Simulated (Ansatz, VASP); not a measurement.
# Te (Tellurium): VASP beside Ansatz

One calculation is typed for both programs; each brings its own data sets. How far apart do they land? The cell is taken from a series of runs on this material, whose earlier steps may have relaxed, scaled, displaced or heated it; both programs get it as it stands.

Main program and level: Ansatz 0.2.0; plane waves, with VASP 6.6.1 beside it; LDA.

## (1) The starting structure

The structure is trigonal, space group P3_121 (No. 152). The conventional cell has a = 4.235 Å, b = 4.235 Å, c = 5.927 Å, α = 90.00°, β = 90.00°, γ = 120.00°. Te has 2 Te at 2.90 Å nearest.

As a file:

```cif
data_structure
_symmetry_space_group_name_H-M 'P3_121'
_symmetry_Int_Tables_number 152
_cell_length_a 4.2350
_cell_length_b 4.2350
_cell_length_c 5.9275
_cell_angle_alpha 90.000
_cell_angle_beta 90.000
_cell_angle_gamma 120.000
_cell_volume 92.07
loop_
_atom_site_label
_atom_site_type_symbol
_atom_site_symmetry_multiplicity
_atom_site_Wyckoff_symbol
_atom_site_fract_x
_atom_site_fract_y
_atom_site_fract_z
_atom_site_occupancy
Te1 Te 3 a 0.28964 0.00000 0.33333 1
```

## (2) VASP: zone-centre phonons, LDA

Second derivatives magnify differences that forces hide, and they need a tight electronic threshold.

Lines of VASP's logs that name or quote its potential files are left out, and so is its time.

INCAR

```
SYSTEM = Te
PREC = Accurate
ENCUT = 500
EDIFF = 1E-08
NELM = 120
ISMEAR = 1
SIGMA = 0.2
LREAL = .FALSE.
ALGO = Normal
GGA = PW92
NBANDS = 15
LORBIT = 11
LWAVE = .FALSE.
LCHARG = .FALSE.
ISIF = 2
IBRION = 8
LASPH = .TRUE.
GGA_COMPAT = .FALSE.
KPAR = 2
```

POSCAR

```
Te
1.0
    4.2350377639      0.0000000000      0.0000000000
   -2.1175188819      3.6676502895      0.0000000000
    0.0000000000      0.0000000000      5.9274876099
Te
3
Direct
    0.2896363777      0.0000000000      0.3333333333
    0.0000000000      0.2896363777      0.6666666667
    0.7103636223      0.7103636223      0.0000000000
```

KPOINTS

```
Automatic mesh
0
Gamma
12 12 8
0 0 0
```

The projector-augmented-wave data sets are Te (LDA family, release 64).

On the command line:

```console
mpirun -np 2 vasp_std
```

Numbers of over 12 decimals in the logs are rounded to 6 here.

Log:

```text
[banner, memory and clock lines left out]
running    2 mpi-ranks, on    1 nodes
 distrk:  each k-point on    1 cores,    2 groups
 distr:  one band on    1 cores,    1 groups

 POSCAR found type information on POSCAR Te
 POSCAR found :  1 types and       3 ions
|                                                                             |
|               ----> ADVICE to this user running VASP <----                  |
|                                                                             |
|     You enforced a specific xc type in the INCAR file but a different       |
|     [... a line on the potential file left out ...]
|     I HOPE YOU KNOW WHAT YOU ARE DOING!                                     |
|                                                                             |

 LDA part: xc-table for (Slater(with rela. corr.)+PW92), standard interpolation
 POSCAR, INCAR and KPOINTS ok, starting setup
 FFT: planning ... GRIDC
 FFT: planning ... GRID_SOFT
 FFT: planning ... GRID
 WAVECAR not read
 entering main loop
       N       E                     dE             d eps       ncg     rms          rms(c)
DAV:   1     0.729619810112E+02    0.72962E+02   -0.64686E+03  3930   0.940E+02
DAV:   2    -0.656778885961E+01   -0.79530E+02   -0.75432E+02  5270   0.141E+02
DAV:   3    -0.113459210235E+02   -0.47781E+01   -0.47503E+01  4700   0.396E+01
DAV:   4    -0.114262740743E+02   -0.80353E-01   -0.80332E-01  5549   0.611E+00
DAV:   5    -0.114276840189E+02   -0.14099E-02   -0.14099E-02  5128   0.726E-01    0.140E+01
DAV:   6    -0.114054597483E+02    0.22224E-01   -0.11455E-02  4980   0.630E-01    0.866E+00
DAV:   7    -0.113968294083E+02    0.86303E-02   -0.22874E-02  4539   0.856E-01    0.247E-01
DAV:   8    -0.113964497437E+02    0.37966E-03   -0.36161E-03  4567   0.352E-01    0.124E-01
DAV:   9    -0.113964588967E+02   -0.91529E-05   -0.10460E-04  5559   0.699E-02    0.801E-02
DAV:  10    -0.113964563799E+02    0.25167E-05   -0.77589E-06  5158   0.173E-02    0.896E-03
DAV:  11    -0.113964554686E+02    0.91131E-06   -0.29091E-06  4826   0.102E-02    0.352E-03
DAV:  12    -0.113964554787E+02   -0.10049E-07   -0.31102E-07  5218   0.330E-03    0.183E-03
DAV:  13    -0.113964554849E+02   -0.61892E-08   -0.23533E-08  3874   0.918E-04
   1 F= -.11396455E+02 E0= -.11397719E+02  d E =0.379044E-02
 Linear response reoptimize wavefunctions to high precision
DAV:   1    -0.113964554841E+02    0.72407E-09   -0.35598E-09  4605   0.402E-04
DAV:   2    -0.113964554842E+02   -0.72646E-10   -0.42086E-10  2854   0.136E-04
 Linear response DOF=           3
 Linear response progress:
  Degree of freedom:   1/  3
       N       E                     dE             d eps       ncg     rms          rms(c)
RMM:   1    -0.468258662966E-01   -0.46826E-01    0.33790E-02 21988   0.106E+00
RMM:   2    -0.452659023429E-01    0.15600E-02   -0.24283E-03 15015   0.284E-01    0.994E-02
RMM:   3    -0.452045337830E-01    0.61369E-04   -0.87314E-05 15871   0.594E-02    0.685E-02
RMM:   4    -0.451494487470E-01    0.55085E-04   -0.20725E-05 16204   0.234E-02    0.133E-02
RMM:   5    -0.451527984634E-01   -0.33497E-05   -0.63741E-07 16387   0.520E-03    0.573E-03
RMM:   6    -0.451587494875E-01   -0.59510E-05   -0.26688E-07 16123   0.233E-03    0.114E-03
RMM:   7    -0.451582408036E-01    0.50868E-06    0.59264E-08 16658   0.618E-04    0.403E-04
RMM:   8    -0.451574353710E-01    0.80543E-06    0.75246E-08 16266   0.220E-04    0.130E-04
RMM:   9    -0.451574902375E-01   -0.54866E-07   -0.15479E-07 17108   0.587E-05    0.634E-05
RMM:  10    -0.451575145307E-01   -0.24293E-07   -0.22532E-08 17035   0.244E-05    0.239E-05
RMM:  11    -0.451574980191E-01    0.16512E-07    0.79541E-09 17022   0.153E-05    0.948E-06
RMM:  12    -0.451575035480E-01   -0.55289E-08   -0.91653E-09 15830   0.103E-05    0.262E-06
 first order change of Fermi-energy   0.56047E+00
 force on displaced ion       1 direction 1 :  -2.581   0.000   0.000
 Linear response progress:
  Degree of freedom:   2/  3
       N       E                     dE             d eps       ncg     rms          rms(c)
RMM:   1    -0.479535030996E-01   -0.47954E-01    0.27416E-02 40293   0.106E+00
RMM:   2    -0.464101184214E-01    0.15434E-02   -0.24679E-03 27313   0.281E-01    0.774E-02
RMM:   3    -0.462850640703E-01    0.12505E-03   -0.10818E-04 28694   0.620E-02    0.520E-02
RMM:   4    -0.462063712845E-01    0.78693E-04   -0.33977E-05 29234   0.274E-02    0.144E-02
RMM:   5    -0.462097013194E-01   -0.33300E-05   -0.14255E-06 29615   0.630E-03    0.764E-03
RMM:   6    -0.462176487298E-01   -0.79474E-05   -0.31532E-07 29347   0.218E-03    0.998E-04
RMM:   7    -0.462174813675E-01    0.16736E-06    0.10183E-07 30388   0.496E-04    0.506E-04
RMM:   8    -0.462169300503E-01    0.55132E-06    0.93752E-08 30257   0.196E-04    0.114E-04
RMM:   9    -0.462169923355E-01   -0.62285E-07   -0.13779E-07 30993   0.496E-05    0.188E-05
RMM:  10    -0.462169866187E-01    0.57168E-08   -0.29602E-08 30895   0.230E-05    0.925E-06
 first order change of Fermi-energy   0.55924E-04
 force on displaced ion       1 direction 2 :  -0.000  -2.388  -0.337
 Linear response progress:
  Degree of freedom:   3/  3
       N       E                     dE             d eps       ncg     rms          rms(c)
RMM:   1    -0.593718496325E-01   -0.59372E-01    0.42955E-02 42479   0.110E+00
RMM:   2    -0.563360014415E-01    0.30358E-02   -0.31264E-03 27524   0.311E-01    0.268E-01
RMM:   3    -0.560453378030E-01    0.29066E-03   -0.58632E-04 28590   0.101E-01    0.182E-01
RMM:   4    -0.560046223776E-01    0.40715E-04   -0.18861E-05 28968   0.258E-02    0.906E-02
RMM:   5    -0.559955371863E-01    0.90852E-05   -0.55554E-06 29695   0.133E-02    0.403E-03
RMM:   6    -0.559988111476E-01   -0.32740E-05   -0.27896E-07 29755   0.300E-03    0.261E-03
RMM:   7    -0.560013338478E-01   -0.25227E-05   -0.23060E-07 30053   0.112E-03    0.482E-04
RMM:   8    -0.560011244667E-01    0.20938E-06    0.51636E-08 30487   0.313E-04    0.225E-04
RMM:   9    -0.560012310624E-01   -0.10660E-06   -0.12562E-07 30730   0.932E-05    0.506E-05
RMM:  10    -0.560013125439E-01   -0.81481E-07   -0.11922E-07 31038   0.346E-05    0.120E-05
RMM:  11    -0.560013253304E-01   -0.12786E-07   -0.41145E-09 31426   0.161E-05    0.220E-06
RMM:  12    -0.560013220980E-01    0.32324E-08   -0.94627E-09 30330   0.111E-05    0.713E-07
 first order change of Fermi-energy   0.44565E-04
 force on displaced ion       1 direction 3 :  -0.002  -0.339  -5.061
 Linear response finished
```

From OUTCAR (step 2):

```text
ion  position               nearest neighbor table
   1  0.290  0.000  0.333-   3 2.90   2 2.90   3 3.28   3 3.28   2 3.28   2 3.28
   2  0.000  0.290  0.667-   3 2.90   1 2.90   3 3.28   3 3.28   1 3.28   1 3.28
   3  0.710  0.710  0.000-   2 2.90   1 2.90   2 3.28   1 3.28   1 3.28   2 3.28

  LATTYP: Found a hexagonal cell.
 ALAT       =     4.2350377639
 C/A-ratio  =     1.3996304025

 Subroutine GETGRP returns: Found  6 space group operations
 (whereof  2 operations were pure point group operations)

The static configuration has the point symmetry C_2 .
 The point group associated with its full space group is D_3 .

 Found    131 irreducible k-points:

   k-points           NKPTS =    131   k-points in BZ     NKDIM =    131   number of bands    NBANDS=     15

   dimension x,y,z NGX =    32 NGY =   32 NGZ =   48
   dimension x,y,z NGXF=    64 NGYF=   64 NGZF=   96

   ENCUT  =  500.0 eV  36.75 Ry    6.06 a.u.   7.72  7.72 10.81*2*pi/ulx,y,z

   NELECT =      18.0000    total number of electrons

 k-points in reciprocal lattice and weights: Automatic mesh
   0.00000000  0.00000000  0.00000000       0.001
   0.08333333  0.00000000  0.00000000       0.005
   0.16666667  0.00000000  0.00000000       0.005
   0.25000000  0.00000000  0.00000000       0.005
   0.33333333  0.00000000  0.00000000       0.005
   0.41666667  0.00000000  0.00000000       0.005
   0.50000000  0.00000000  0.00000000       0.003
   0.08333333  0.08333333  0.00000000       0.005
   0.16666667  0.08333333  0.00000000       0.010
[...]
0.33333333  0.25000000  0.50000000       0.010
   0.33333333  0.33333333  0.50000000       0.002

 average (electrostatic) potential at core
       1 -88.7060       2 -88.7060       3 -88.7060

  Total        0.5135630      0.5135630      0.5481223      0.0000000      0.0000000      0.0000000
  in kB        8.9369326      8.9369326      9.5383270      0.0000000      0.0000000      0.0000000
  external PRESSURE =       9.1373974 kB  Pullay stress =       0.0000000 kB

  energy-cutoff  :      500.00
  volume of cell :       92.07
      direct lattice vectors                 reciprocal lattice vectors
     4.235037764  0.000000000  0.000000000     0.236125403  0.136327065  0.000000000
    -2.117518882  3.667650290  0.000000000     0.000000000  0.272654130  0.000000000
     0.000000000  0.000000000  5.927487610     0.000000000  0.000000000  0.168705540

 POSITION                                       TOTAL-FORCE (eV/Angst)
 -----------------------------------------------------------------------------------
      1.22662      0.00000      1.97583         0.021995      0.000000      0.000000
     -0.61331      1.06228      3.95166        -0.010998      0.019049      0.000000
      1.50421      2.60537      0.00000        -0.010998     -0.019049      0.000000
 -----------------------------------------------------------------------------------
    total drift:                                0.000000     -0.000000     -0.000000

 Eigenvectors and eigenvalues of the dynamical matrix
 ----------------------------------------------------

   1 f  =    3.842066 THz    24.140414 2PiTHz  128.157532 cm-1    15.889502 meV
             X         Y         Z           dx          dy          dz
      1.226621  0.000000  1.975829    -0.082322   -0.041043   -0.359435
     -0.613310  1.062285  3.951658     0.005677    0.091818   -0.445109
      1.504208  2.605365  0.000000     0.076738   -0.050822    0.804543

   2 f  =    3.842066 THz    24.140414 2PiTHz  128.157532 cm-1    15.889502 meV
             X         Y         Z           dx          dy          dz
      1.226621  0.000000  1.975829     0.041011   -0.082384   -0.721487
     -0.613310  1.062285  3.951658    -0.091849    0.005615    0.672023
      1.504208  2.605365  0.000000     0.050791    0.076676    0.049464

   3 f  =    2.927339 THz    18.393014 2PiTHz   97.645521 cm-1    12.106496 meV
             X         Y         Z           dx          dy          dz
      1.226621  0.000000  1.975829     0.577350    0.000000   -0.000000
     -0.613310  1.062285  3.951658    -0.288675    0.500000    0.000000
      1.504208  2.605365  0.000000    -0.288675   -0.500000    0.000000

   4 f  =    2.731853 THz    17.164737 2PiTHz   91.124797 cm-1    11.298030 meV
             X         Y         Z           dx          dy          dz
      1.226621  0.000000  1.975829     0.000000    0.577350   -0.000070
     -0.613310  1.062285  3.951658    -0.500000   -0.288675   -0.000070
      1.504208  2.605365  0.000000     0.500000   -0.288675   -0.000070

   5 f  =    2.457274 THz    15.439507 2PiTHz   81.965832 cm-1    10.162463 meV
             X         Y         Z           dx          dy          dz
      1.226621  0.000000  1.975829    -0.189610    0.537527   -0.122705
     -0.613310  1.062285  3.951658     0.560310   -0.104519    0.098840
      1.504208  2.605365  0.000000    -0.370678   -0.432947    0.023865

   6 f  =    2.457274 THz    15.439507 2PiTHz   81.965832 cm-1    10.162463 meV
             X         Y         Z           dx          dy          dz
      1.226621  0.000000  1.975829    -0.537486   -0.189625    0.043287
     -0.613310  1.062285  3.951658     0.104560    0.560296    0.084622
      1.504208  2.605365  0.000000     0.432988   -0.370693   -0.127909

   7 f/i=    0.000250 THz     0.001569 2PiTHz    0.008328 cm-1     0.001033 meV
             X         Y         Z           dx          dy          dz
      1.226621  0.000000  1.975829    -0.180469   -0.548397    0.000042
     -0.613310  1.062285  3.951658    -0.180434   -0.548428   -0.000033
      1.504208  2.605365  0.000000    -0.180479   -0.548443   -0.000009

   8 f/i=    0.000250 THz     0.001569 2PiTHz    0.008328 cm-1     0.001033 meV
             X         Y         Z           dx          dy          dz
      1.226621  0.000000  1.975829     0.548448   -0.180452    0.000014
     -0.613310  1.062285  3.951658     0.548417   -0.180487    0.000029
      1.504208  2.605365  0.000000     0.548402   -0.180443   -0.000043

   9 f/i=    0.000330 THz     0.002074 2PiTHz    0.011010 cm-1     0.001365 meV
             X         Y         Z           dx          dy          dz
      1.226621  0.000000  1.975829     0.000000    0.000070    0.577350
     -0.613310  1.062285  3.951658    -0.000060   -0.000035    0.577350
      1.504208  2.605365  0.000000     0.000060   -0.000035    0.577350

 ELASTIC MODULI CONTR FROM IONIC RELAXATION (kBar)
 Direction    XX          YY          ZZ          XY          YZ          ZX
 --------------------------------------------------------------------------------
 XX        -171.9538    -51.8236   -141.8350     -0.0000    -95.1868     -0.0000
 YY         -51.8236   -171.9538   -141.8350     -0.0000     95.1868      0.0000
 ZZ        -141.8350   -141.8350   -179.7962     -0.0000      0.0000      0.0000
 XY          -0.0000     -0.0000     -0.0000    -60.2804      0.0000    -93.5711
 YZ         -95.1868     95.1868      0.0000      0.0000   -161.2078     -0.0000
 ZX          -0.0000      0.0000      0.0000    -93.5711     -0.0000   -155.9299
 --------------------------------------------------------------------------------
```

(Part 1 of 2 ends here.)

[Lines on the potential files, build, host, timing and source positions are cut from VASP's logs without a mark.]

[Logs are printed without paths, hosts, clocks, repeated set-up lines and the standing remarks that a program may print on its own settings, such as how far it seeks lower states.]

[Hosts, paths, dates, database ids (printed as entryN), source tags and the programs' standing remarks are cut or masked in the printed files.]
